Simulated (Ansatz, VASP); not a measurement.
# CaMgCl2 in two plane-wave programs, part 2 of 3

Aim: how closely do two programs agree when they are given the same cell, functional and k mesh? The cell is generated by rule, not measured, and may not be a known phase. The cell is taken from a series of runs on this material, whose earlier steps may have relaxed, scaled, displaced or heated it; both programs get it as it stands.

VASP 6.6.1 and Ansatz 0.2.0.

So far: Set-up; Ansatz: zone-centre phonons, PBEsol.

## 3. VASP: zone-centre phonons, PBEsol

Level of this step: PBEsol; plane waves and PAW (Mg, Ca_sv, Cl); invented cell (VASP).

The same cell, functional, mesh and smearing now go to VASP, with its own data sets.

Lines of VASP's logs that name or quote its potential files are left out, and so is its time.

The input, INCAR:

```
SYSTEM = CaMgCl2
PREC = Accurate
ENCUT = 600
EDIFF = 1E-08
NELM = 120
ISMEAR = 1
SIGMA = 0.2
LREAL = .FALSE.
ALGO = Normal
GGA = PS
NBANDS = 19
LORBIT = 11
LWAVE = .FALSE.
LCHARG = .FALSE.
ISIF = 2
IBRION = 8
LASPH = .TRUE.
GGA_COMPAT = .FALSE.
KPAR = 2
```

The input, POSCAR:

```
CaMgCl2
1.0
    3.4388952826      0.0000000000      0.0000000000
    0.0000000000      3.4388952826      0.0000000000
    0.0000000000      0.0000000000      8.1631752804
Mg Ca Cl
1 1 2
Direct
    0.0000000000      0.5000000000      0.1674194911
    0.5000000000      0.0000000000      0.8399837710
    0.0000000000      0.5000000000      0.6725275582
    0.5000000000      0.0000000000      0.3200691798
```

The input, KPOINTS:

```
Automatic mesh
0
Gamma
12 12 6
0 0 0
```

PAW data sets: Mg, Ca_sv and Cl (PBE family, release 64).

Command:

```sh
mpirun -np 2 vasp_std
```

Output:

```text
[banner, memory and clock lines left out]
running    2 mpi-ranks, on    1 nodes
 distrk:  each k-point on    1 cores,    2 groups
 distr:  one band on    1 cores,    1 groups

 POSCAR found type information on POSCAR MgCaCl
 POSCAR found :  3 types and       4 ions
|                                                                             |
|               ----> ADVICE to this user running VASP <----                  |
|                                                                             |
|     You enforced a specific xc type in the INCAR file but a different       |
|     [... a line on the potential file left out ...]
|     I HOPE YOU KNOW WHAT YOU ARE DOING!                                     |
|                                                                             |

 LDA part: xc-table for (Slater+PW92), standard interpolation
 POSCAR, INCAR and KPOINTS ok, starting setup
 FFT: planning ... GRIDC
 FFT: planning ... GRID_SOFT
 FFT: planning ... GRID
 WAVECAR not read
 entering main loop
       N       E                     dE             d eps       ncg     rms          rms(c)
DAV:   1     0.210487155242E+03    0.21049E+03   -0.12995E+04  4256   0.135E+03
DAV:   2     0.323565129916E+01   -0.20725E+03   -0.20221E+03  5411   0.307E+02
DAV:   3    -0.132107434417E+02   -0.16446E+02   -0.16358E+02  6402   0.782E+01
DAV:   4    -0.138640912865E+02   -0.65335E+00   -0.64874E+00  7015   0.130E+01
DAV:   5    -0.138808260424E+02   -0.16735E-01   -0.16720E-01  6213   0.161E+00    0.596E+00
DAV:   6    -0.135545349054E+02    0.32629E+00   -0.58341E-01  5701   0.373E+00    0.354E+00
DAV:   7    -0.134928271427E+02    0.61708E-01   -0.31455E-01  6044   0.302E+00    0.125E+00
DAV:   8    -0.134908229782E+02    0.20042E-02   -0.33431E-02  5365   0.124E+00    0.316E-01
DAV:   9    -0.134907649668E+02    0.58011E-04   -0.36181E-03  6526   0.344E-01    0.140E-01
DAV:  10    -0.134908442766E+02   -0.79310E-04   -0.56587E-04  5974   0.150E-01    0.312E-02
DAV:  11    -0.134908503886E+02   -0.61120E-05   -0.54303E-05  5475   0.442E-02    0.160E-02
DAV:  12    -0.134908608962E+02   -0.10508E-04   -0.24492E-05  5163   0.284E-02    0.541E-03
DAV:  13    -0.134908621924E+02   -0.12962E-05   -0.24199E-06  5625   0.964E-03    0.216E-03
DAV:  14    -0.134908625923E+02   -0.39990E-06   -0.99410E-07  5091   0.531E-03    0.131E-03
DAV:  15    -0.134908625797E+02    0.12596E-07   -0.78738E-08  6218   0.184E-03    0.411E-04
DAV:  16    -0.134908625651E+02    0.14567E-07   -0.18002E-08  4357   0.745E-04    0.246E-04
DAV:  17    -0.134908625623E+02    0.28163E-08   -0.17155E-09  2938   0.299E-04
   1 F= -.13490863E+02 E0= -.13491312E+02  d E =0.134710E-02
 Linear response reoptimize wavefunctions to high precision
DAV:   1    -0.134908625617E+02    0.55888E-09   -0.89961E-10  3147   0.158E-04
DAV:   2    -0.134908625617E+02   -0.18190E-10   -0.13164E-10  2848   0.703E-05
 Linear response DOF=           8
 Linear response progress:
  Degree of freedom:   1/  8
       N       E                     dE             d eps       ncg     rms          rms(c)
RMM:   1    -0.166333558792E-02   -0.16633E-02   -0.10600E-03 15524   0.280E-01
RMM:   2    -0.164928023291E-02    0.14055E-04   -0.18418E-04 17405   0.602E-02    0.367E-02
RMM:   3    -0.163525190400E-02    0.14028E-04   -0.17046E-05 18405   0.168E-02    0.223E-02
RMM:   4    -0.163001201284E-02    0.52399E-05   -0.19392E-05 18515   0.186E-02    0.375E-03
RMM:   5    -0.162568198864E-02    0.43300E-05   -0.45217E-06 18815   0.763E-03    0.215E-03
RMM:   6    -0.162655422370E-02   -0.87224E-06   -0.60164E-07 19292   0.290E-03    0.455E-04
RMM:   7    -0.162653009026E-02    0.24133E-07   -0.15610E-07 21793   0.133E-03    0.394E-04
RMM:   8    -0.162639847122E-02    0.13162E-06   -0.47007E-08 21685   0.667E-04    0.554E-05
RMM:   9    -0.162645301681E-02   -0.54546E-07   -0.64680E-09 23040   0.223E-04    0.231E-05
RMM:  10    -0.162648329014E-02   -0.30273E-07   -0.45932E-09 23844   0.909E-05    0.147E-05
RMM:  11    -0.162649238365E-02   -0.90935E-08    0.60826E-10 23964   0.503E-05    0.503E-06
 first order change of Fermi-energy  -0.23525E-04
 force on displaced ion       1 direction 1 :  -0.477   0.000  -0.000
 Linear response progress:
  Degree of freedom:   2/  8
       N       E                     dE             d eps       ncg     rms          rms(c)
RMM:   1    -0.392842340830E-02   -0.39284E-02   -0.34951E-03  8677   0.288E-01
RMM:   2    -0.360422950764E-02    0.32419E-03   -0.32937E-04  8217   0.706E-02    0.502E-02
RMM:   3    -0.340047781234E-02    0.20375E-03   -0.22614E-04  8553   0.439E-02    0.358E-02
RMM:   4    -0.328028310241E-02    0.12019E-03   -0.12833E-04  8539   0.330E-02    0.174E-02
RMM:   5    -0.324250304383E-02    0.37780E-04   -0.28583E-05  8720   0.207E-02    0.531E-03
[...]
RMM:  10    -0.396617458838E+00   -0.13265E-05   -0.18867E-06 25851   0.300E-03    0.343E-04
RMM:  11    -0.396617040701E+00    0.41814E-06   -0.14001E-06 26287   0.209E-03    0.229E-04
RMM:  12    -0.396617377384E+00   -0.33668E-06   -0.74275E-07 26106   0.156E-03    0.362E-04
RMM:  13    -0.396616397376E+00    0.98001E-06   -0.74776E-07 24041   0.130E-03    0.637E-05
RMM:  14    -0.396616536587E+00   -0.13921E-06   -0.42603E-07 25871   0.980E-04    0.783E-05
[...]
RMM:   1    -0.193389054191E+00   -0.19339E+00   -0.31398E-02 22983   0.209E+00
RMM:   2    -0.189082328426E+00    0.43067E-02   -0.12005E-02 18635   0.516E-01    0.675E-02
RMM:   3    -0.189744531298E+00   -0.66220E-03   -0.57994E-04 19956   0.116E-01    0.333E-02
RMM:   4    -0.190376115292E+00   -0.63158E-03   -0.17333E-04 20235   0.547E-02    0.121E-02
RMM:   5    -0.190381991435E+00   -0.58761E-05   -0.35289E-05 22661   0.206E-02    0.661E-03
RMM:   6    -0.190391428833E+00   -0.94374E-05   -0.60664E-06 22460   0.964E-03    0.198E-03
RMM:   7    -0.190407376933E+00   -0.15948E-04   -0.95988E-07 22776   0.384E-03    0.653E-04
RMM:   8    -0.190411675832E+00   -0.42989E-05    0.17561E-06 24665   0.178E-03    0.322E-04
RMM:   9    -0.190409635203E+00    0.20406E-05   -0.32988E-07 25409   0.748E-04    0.771E-05
RMM:  10    -0.190410685611E+00   -0.10504E-05   -0.19502E-06 25124   0.395E-04    0.402E-05
RMM:  11    -0.190410824912E+00   -0.13930E-06    0.14293E-06 25967   0.239E-04    0.332E-05
RMM:  12    -0.190410779993E+00    0.44919E-07   -0.37146E-07 25744   0.163E-04    0.450E-06
RMM:  13    -0.190410759367E+00    0.20627E-07   -0.44782E-07 26036   0.130E-04    0.402E-06
RMM:  14    -0.190410759300E+00    0.66485E-10   -0.13075E-07 25454   0.113E-04    0.445E-06
RMM:  15    -0.190410729762E+00    0.29538E-07   -0.21358E-07 24426   0.107E-04    0.680E-06
RMM:  16    -0.190410745158E+00   -0.15396E-07   -0.94282E-09 24297   0.104E-04    0.318E-06
RMM:  17    -0.190410751698E+00   -0.65397E-08   -0.97007E-08 24153   0.102E-04    0.629E-06
 first order change of Fermi-energy   0.87696E-05
 force on displaced ion       3 direction 1 :  -2.248   0.000   0.000
 Linear response progress:
  Degree of freedom:   6/  8
       N       E                     dE             d eps       ncg     rms          rms(c)
RMM:   1    -0.230031747685E+00   -0.23003E+00   -0.19293E-02  9788   0.213E+00
RMM:   2    -0.224633836722E+00    0.53979E-02   -0.10838E-02  7690   0.525E-01    0.699E-02
RMM:   3    -0.224881104999E+00   -0.24727E-03   -0.60757E-04  7742   0.132E-01    0.265E-02
RMM:   4    -0.225079249710E+00   -0.19814E-03   -0.13976E-04  9194   0.497E-02    0.159E-02
RMM:   5    -0.225144019561E+00   -0.64770E-04   -0.23652E-05  8920   0.226E-02    0.729E-03
RMM:   6    -0.225157507987E+00   -0.13488E-04   -0.60404E-06  9987   0.964E-03    0.435E-03
RMM:   7    -0.225144981529E+00    0.12526E-04   -0.87998E-07  9354   0.433E-03    0.122E-03
RMM:   8    -0.225147928884E+00   -0.29474E-05   -0.56375E-07 10251   0.207E-03    0.349E-04
RMM:   9    -0.225147976942E+00   -0.48057E-07    0.64024E-06 10534   0.952E-04    0.142E-04
RMM:  10    -0.225147669371E+00    0.30757E-06    0.24003E-06 10519   0.494E-04    0.388E-05
RMM:  11    -0.225147573526E+00    0.95845E-07    0.18369E-06 10878   0.287E-04    0.323E-05
RMM:  12    -0.225147519879E+00    0.53647E-07    0.14546E-07 10794   0.210E-04    0.118E-05
RMM:  13    -0.225147510218E+00    0.96610E-08    0.86036E-08 11019   0.175E-04    0.511E-06
 first order change of Fermi-energy   0.66957E+00
 force on displaced ion       3 direction 3 :   0.000   0.000  -3.719
 Linear response progress:
  Degree of freedom:   7/  8
       N       E                     dE             d eps       ncg     rms          rms(c)
RMM:   1    -0.189154011338E+00   -0.18915E+00    0.10381E-02 20597   0.200E+00
RMM:   2    -0.188495404535E+00    0.65861E-03   -0.50751E-03 16186   0.313E-01    0.700E-02
RMM:   3    -0.189029341409E+00   -0.53394E-03   -0.26893E-04 16996   0.657E-02    0.355E-02
RMM:   4    -0.189609179069E+00   -0.57984E-03   -0.93148E-05 17744   0.356E-02    0.106E-02
RMM:   5    -0.189584446275E+00    0.24733E-04   -0.96042E-06 20340   0.120E-02    0.328E-03
RMM:   6    -0.189592158324E+00   -0.77120E-05   -0.16694E-06 22167   0.380E-03    0.176E-03
RMM:   7    -0.189612529624E+00   -0.20371E-04   -0.17330E-07 20861   0.203E-03    0.495E-04
RMM:   8    -0.189611697434E+00    0.83219E-06    0.36314E-06 23135   0.861E-04    0.451E-05
RMM:   9    -0.189612727178E+00   -0.10297E-05    0.15571E-06 24374   0.390E-04    0.574E-05
RMM:  10    -0.189611958743E+00    0.76843E-06    0.38781E-06 23749   0.243E-04    0.265E-05
RMM:  11    -0.189612116436E+00   -0.15769E-06   -0.22250E-06 25370   0.171E-04    0.529E-06
RMM:  12    -0.189612130388E+00   -0.13952E-07    0.76237E-07 25572   0.137E-04    0.488E-06
RMM:  13    -0.189612142581E+00   -0.12193E-07   -0.32844E-07 24748   0.122E-04    0.965E-07
RMM:  14    -0.189612150710E+00   -0.81297E-08    0.28612E-07 23593   0.116E-04    0.716E-07
RMM:  15    -0.189612144763E+00    0.59467E-08   -0.21344E-07 22411   0.113E-04    0.521E-07
RMM:  16    -0.189612146756E+00   -0.19926E-08    0.15476E-07 20875   0.111E-04    0.336E-07
RMM:  17    -0.189612147071E+00   -0.31496E-09   -0.68657E-08 19129   0.110E-04    0.200E-07
 first order change of Fermi-energy  -0.39451E-04
 force on displaced ion       4 direction 1 :  -0.174   0.000  -0.000
 Linear response progress:
  Degree of freedom:   8/  8
       N       E                     dE             d eps       ncg     rms          rms(c)
RMM:   1    -0.226573426602E+00   -0.22657E+00    0.68033E-03  8785   0.203E+00
RMM:   2    -0.224214580265E+00    0.23588E-02   -0.65106E-03  7008   0.369E-01    0.707E-02
RMM:   3    -0.224337524209E+00   -0.12294E-03   -0.36424E-04  7520   0.856E-02    0.350E-02
RMM:   4    -0.224522272534E+00   -0.18475E-03   -0.15882E-04  8462   0.420E-02    0.180E-02
RMM:   5    -0.224540004155E+00   -0.17732E-04   -0.25325E-05  8545   0.204E-02    0.631E-03
RMM:   6    -0.224542423279E+00   -0.24191E-05   -0.36542E-06  9691   0.702E-03    0.382E-03
RMM:   7    -0.224532692338E+00    0.97309E-05    0.48309E-07  9129   0.336E-03    0.423E-04
RMM:   8    -0.224534849550E+00   -0.21572E-05   -0.26215E-06 10206   0.145E-03    0.219E-04
RMM:   9    -0.224536030006E+00   -0.11805E-05    0.34121E-06 10059   0.717E-04    0.950E-05
RMM:  10    -0.224535664380E+00    0.36563E-06    0.84830E-07 10402   0.403E-04    0.452E-05
RMM:  11    -0.224535600889E+00    0.63491E-07   -0.64389E-07 10711   0.238E-04    0.286E-05
RMM:  12    -0.224535623631E+00   -0.22742E-07   -0.40112E-07 10775   0.171E-04    0.121E-05
RMM:  13    -0.224535647813E+00   -0.24182E-07   -0.18655E-07 10412   0.145E-04    0.976E-06
RMM:  14    -0.224535644019E+00    0.37943E-08    0.56723E-08 10900   0.126E-04    0.266E-06
 first order change of Fermi-energy  -0.10710E+01
 force on displaced ion       4 direction 3 :   0.000   0.000  -2.934
 Linear response finished
```

[end of part 2 of 3]

[Lines on the potential files, build, host, timing and source positions are cut from VASP's logs without a mark.]

[Logs are printed without paths, hosts, clocks, repeated set-up lines and the standing remarks that a program may print on its own settings, such as how far it seeks lower states.]

[Hosts, paths, dates, database ids (printed as entryN), source tags and the programs' standing remarks are cut or masked in the printed files.]
